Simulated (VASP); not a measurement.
Data:

```
CELL_PARAMETERS angstrom
      3.79941     0.00000     0.00000
      0.00000     3.79941     0.00000
      0.00000     0.00000     3.79941
ATOMIC_POSITIONS crystal
  Nb 0.00000 0.00000 0.00000
  Rh 0.00000 0.50000 0.50000
  Rh 0.50000 0.00000 0.50000
  Rh 0.50000 0.50000 0.00000
```

Level of theory: PBEsol GGA, VASP's PBE PAW potentials (set 64) (plane waves; VASP). Settings: 300 eV cut-off, 7×7×7 Γ-centred mesh, Gaussian smearing of 0.10 eV, potentials Nb_sv Rh_pv.

**Question.** Give the energies of bands 20 to 33 at the high-symmetry points, in eV from the Fermi level.

**Answer.** 
```json
[
 {"band": "20", "Γ": "-6.00", "X": "-3.76", "M": "-3.56", "R": "-3.34"},
 {"band": "21", "Γ": "-2.81", "X": "-3.76", "M": "-3.56", "R": "-2.77"},
 {"band": "22", "Γ": "-2.81", "X": "-3.49", "M": "-3.50", "R": "-2.77"},
 {"band": "23", "Γ": "-2.81", "X": "-3.49", "M": "-3.50", "R": "-2.77"},
 {"band": "24", "Γ": "-0.61", "X": "-1.99", "M": "-3.35", "R": "-2.49"},
 {"band": "25", "Γ": "-0.61", "X": "-1.59", "M": "-2.48", "R": "-2.49"},
 {"band": "26", "Γ": "0.47", "X": "-1.54", "M": "-2.10", "R": "0.56"},
 {"band": "27", "Γ": "1.03", "X": "-1.54", "M": "-1.92", "R": "0.56"},
 {"band": "28", "Γ": "1.03", "X": "-1.43", "M": "-1.92", "R": "0.56"},
 {"band": "29", "Γ": "1.03", "X": "-0.26", "M": "-1.34", "R": "0.58"},
 {"band": "30", "Γ": "2.88", "X": "0.42", "M": "-1.11", "R": "1.16"},
 {"band": "31", "Γ": "2.88", "X": "0.42", "M": "1.03", "R": "1.16"},
 {"band": "32", "Γ": "3.59", "X": "1.04", "M": "1.03", "R": "1.16"},
 {"band": "33", "Γ": "3.59", "X": "1.45", "M": "1.15", "R": "2.63"}
]
```

It has no gap at this level: it comes out as a metal or semimetal.

The structure comes from a computed database's NbRh3 entry (Pm-3m); how it stands against other phases isn't given here. The cell was not relaxed at this level.
